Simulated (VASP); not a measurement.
Here is the system:

```
CELL_PARAMETERS angstrom
      2.28048    -3.94992     0.00000
      2.28048     3.94992     0.00000
      0.00000     0.00000     7.21669
ATOMIC_POSITIONS crystal
  Mg 0.00000 0.00000 0.00000
  Mg 0.33333 0.66667 0.63346
  Mg 0.66667 0.33333 0.36654
  Sb 0.33333 0.66667 0.22749
  Sb 0.66667 0.33333 0.77251
```

Level of theory: SCAN meta-GGA, VASP's PBE PAW potentials (set 64) (plane waves; VASP 6.6.1). Numerical set-up: 520 eV cut-off, 6×6×4 Γ-centred mesh, tetrahedra with Blöchl corrections, potentials Mg Sb.

Unless said otherwise, spin-orbit coupling is left out, though it shifts the bands of the heavy elements here.

**Question.** Give the energies of bands 3 to 11 at the high-symmetry points, in eV from the valence-band maximum.

**Answer.** 
```
band      Γ      M      K      A      L      H
----  -----  -----  -----  -----  -----  -----
3     -5.12  -4.86  -4.54  -3.17  -5.12  -4.49
4     -1.21  -3.94  -3.75  -3.09  -4.80  -4.49
5     -1.21  -3.39  -3.75  -0.89  -1.99  -4.15
6     -0.46  -2.47  -2.68  -0.89  -1.78  -3.52
7     -0.46  -2.27  -2.68  -0.82  -1.74  -1.06
8      0.00  -1.00  -2.68  -0.82  -1.61  -1.06
9      1.55   0.65   0.44   2.11   0.74   2.07
10     1.60   2.28   4.48   2.29   1.53   2.07
11     3.28   2.38   4.65   2.92   2.03   2.75
```

The gap is indirect, 0.44 eV, from the valence maximum at Γ to the conduction minimum at K.

The compound is Mg3Sb2 in the a-la2o3 structure. It was relaxed first.
